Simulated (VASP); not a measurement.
Output of a VASP run:

### OSZICAR
```
       N       E                     dE             d eps       ncg     rms          rms(c)
DAV:   1     0.106251437204E+03    0.10625E+03   -0.75094E+03  1250   0.151E+03
DAV:   2     0.408066127116E+01   -0.10217E+03   -0.10034E+03  1268   0.326E+02
DAV:   3    -0.373398642260E+00   -0.44541E+01   -0.44304E+01  1482   0.788E+01
DAV:   4    -0.480459325250E+00   -0.10706E+00   -0.10699E+00  1480   0.137E+01
DAV:   5    -0.485175247969E+00   -0.47159E-02   -0.47158E-02  1581   0.254E+00    0.531E-01
DAV:   6    -0.475237494062E+00    0.99378E-02   -0.15713E-02  1523   0.237E+00    0.252E-01
DAV:   7    -0.472719345761E+00    0.25181E-02   -0.64748E-03  1448   0.145E+00    0.778E-02
DAV:   8    -0.472597443177E+00    0.12190E-03   -0.36565E-04  1543   0.380E-01    0.111E-02
DAV:   9    -0.472593479294E+00    0.39639E-05   -0.12093E-05  1504   0.698E-02    0.500E-03
DAV:  10    -0.472593231509E+00    0.24779E-06   -0.13975E-06  1304   0.115E-02
   1 F= -.47259323E+00 E0= -.47256764E+00  d E =-.472593E+00
       N       E                     dE             d eps       ncg     rms          rms(c)
DAV:   1    -0.508449844089E+00   -0.35856E-01   -0.10706E+00  1445   0.235E+01    0.978E-01
DAV:   2    -0.477472502519E+00    0.30977E-01   -0.61954E-02  1412   0.542E+00    0.346E-01
DAV:   3    -0.473059407860E+00    0.44131E-02   -0.18280E-02  1594   0.282E+00    0.286E-02
DAV:   4    -0.473052929063E+00    0.64788E-05   -0.20649E-04  1283   0.173E-01    0.158E-02
DAV:   5    -0.473062620879E+00   -0.96918E-05   -0.12480E-04  1265   0.102E-01    0.901E-03
DAV:   6    -0.473059368475E+00    0.32524E-05   -0.97715E-06  1439   0.609E-02    0.184E-03
DAV:   7    -0.473059811323E+00   -0.44285E-06   -0.95711E-07  1271   0.130E-02
   2 F= -.47305981E+00 E0= -.47304379E+00  d E =-.466580E-03
       N       E                     dE             d eps       ncg     rms          rms(c)
DAV:   1    -0.475609681943E+00   -0.25503E-02   -0.73543E-02  1442   0.604E+00    0.260E-01
DAV:   2    -0.473424747824E+00    0.21849E-02   -0.43529E-03  1412   0.145E+00    0.910E-02
DAV:   3    -0.473122435590E+00    0.30231E-03   -0.12396E-03  1581   0.740E-01    0.731E-03
DAV:   4    -0.473124104573E+00   -0.16690E-05   -0.14279E-05  1271   0.436E-02    0.408E-03
DAV:   5    -0.473127471369E+00   -0.33668E-05   -0.79975E-06  1268   0.248E-02    0.220E-03
DAV:   6    -0.473127059469E+00    0.41190E-06   -0.44040E-07   751   0.133E-02
   3 F= -.47312706E+00 E0= -.47310410E+00  d E =-.533828E-03
```

File OUTCAR:
```
------------------------ aborting loop because EDIFF is reached ----------------------------------------
  FORCE on cell =-STRESS in cart. coord.  units (eV):
  Direction    XX          YY          ZZ          XY          YZ          ZX
  --------------------------------------------------------------------------------------
  Total       -0.0005056     -0.0005056     -0.0005056      0.0000000      0.0000000     -0.0000000
  in kB       -0.0264318     -0.0264318     -0.0264318      0.0000000      0.0000000     -0.0000000
  external PRESSURE =      -0.0264318 kB  Pullay stress =       0.0000000 kB
  volume of cell :       30.65
      direct lattice vectors                 reciprocal lattice vectors
    -0.000000000  2.483796905  2.483796905    -0.201304704  0.201304704  0.201304704
     2.483796905 -0.000000000  2.483796905     0.201304704 -0.201304704  0.201304704
     2.483796905  2.483796905  0.000000000     0.201304704  0.201304704 -0.201304704
 POSITION                                       TOTAL-FORCE (eV/Angst)
 -----------------------------------------------------------------------------------
      0.00000      0.00000      0.00000        -0.000000     -0.000000     -0.000000
 -----------------------------------------------------------------------------------
    total drift:                               -0.000000     -0.000000     -0.000000
  FREE ENERGIE OF THE ION-ELECTRON SYSTEM (eV)
  ---------------------------------------------------
  free  energy   TOTEN  =        -0.4731270595 eV

  energy  without entropy=       -0.4730581853  energy(sigma->0) =       -0.47310410

 reached required accuracy - stopping structural energy minimisation
```
(Selected blocks of OUTCAR.)

POSCAR:
```
Pb
1
    0.0000000000     2.4750000000     2.4750000000
    2.4750000000     0.0000000000     2.4750000000
    2.4750000000     2.4750000000     0.0000000000
Pb
1
Direct
  0.0000000000   0.0000000000   0.0000000000
```

Task: Reconstruct the remaining input files.

Result: This is not unique; one that fits is the input of the run itself, optB86b-vdW, plane waves, VASP's PBE PAW potentials (set 64).

INCAR:
```
! general
SYSTEM  =Pb
PREC    =Accurate
ENCUT   =520   ! plane-wave cut-off (eV)
LREAL   =F   ! projection in real space or not
LASPH   =T   ! aspherical one-centre terms

! electronic loop
EDIFF   =1E-6   ! SCF stop (eV)
NELM    =100   ! most electronic steps
ALGO    =Normal
LMAXMIX =4

! smearing
ISMEAR  =1   ! Methfessel-Paxton
SIGMA   =0.1   ! width (eV)

! functional
GGA     =MK
LUSE_VDW=T
AGGAC   =0.0
PARAM1  =0.1234
PARAM2  =1.0

! ions
IBRION  =2   ! conjugate gradients
NSW     =60   ! most ionic steps
ISIF    =3   ! ions, shape and volume
EDIFFG  =-0.01

! output
LWAVE   =F
LCHARG  =F
```

### KPOINTS
```
Automatic
0
G
 11 11 11
```

POTCAR, in this order: Pb_d (PBE.64 set). Program: vasp_std.

The compound is Pb in the fcc structure. This run relaxes it. Symmetry was kept, so distortions that lower it aren't found.
